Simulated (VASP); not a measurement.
Calculation: rev-vdW-DF2, VASP's PBE PAW potentials (set 64) (plane waves; VASP 6.6.1).

A VASP calculation is set up with these files.

### KPOINTS
```
Regular mesh
0
Gamma
11 11 9
0 0 0
```

### POSCAR
```
MgB2
1
    1.5536830554    -2.6910574947     0.0000000000
    1.5536830554     2.6910574947     0.0000000000
    0.0000000000     0.0000000000     3.5127570371
Mg B
1 2
Direct
  0.0000000000   0.0000000000   1.0000000000
  0.3333330000   0.6666670000   0.5000000000
  0.6666670000   0.3333330000   0.5000000000
```

**INCAR**
```
SYSTEM = MgB2
PREC = Accurate
ENCUT = 520
EDIFF = 1E-7
NELM = 100
ALGO = Normal
LREAL = .FALSE.
LASPH = .TRUE.
ISMEAR = 1
SIGMA = 0.1
GGA = MK
PARAM1 = 0.1234568
PARAM2 = 0.7114
ZAB_VDW = -1.8867
LUSE_VDW = .TRUE.
AGGAC = 0.0
LWAVE = .FALSE.
LCHARG = .FALSE.
ISIF = 4
IBRION = 2
NSW = 30
EDIFFG = -0.01
```

POTCAR, in this order: Mg B (PBE.64 set). Program: vasp_std.

Q: Predict the energy per atom (σ→0), band gap (on the k-mesh).

A: 
| Item | Result |
|---|---|
| energy per atom (σ→0) | -4.360 eV/atom |
| band gap (on the k-mesh) | none (metal, semimetal or under 0.01 eV) |

**OSZICAR**
```
...
   2 F= -.13078171E+02 E0= -.13078146E+02  d E =-.657398E-02
       N       E                     dE             d eps       ncg     rms          rms(c)
DAV:   1    -0.130790007442E+02   -0.82934E-03   -0.14148E-02  1752   0.924E-01    0.747E-02
DAV:   2    -0.130786835043E+02    0.31724E-03   -0.71358E-04  1768   0.167E-01    0.318E-02
DAV:   3    -0.130786315924E+02    0.51912E-04   -0.21361E-04  1584   0.789E-02    0.804E-03
DAV:   4    -0.130786303315E+02    0.12609E-05   -0.77223E-06  1608   0.221E-02    0.140E-03
DAV:   5    -0.130786302415E+02    0.89989E-07   -0.40381E-07  1560   0.387E-03
   3 F= -.13078630E+02 E0= -.13078691E+02  d E =-.703277E-02
```

The compound is MgB2 in the AlB2 type structure. This cell is one point of a volume scan, at 1.03 of the reference volume. Symmetry was kept, so distortions that lower it aren't found.
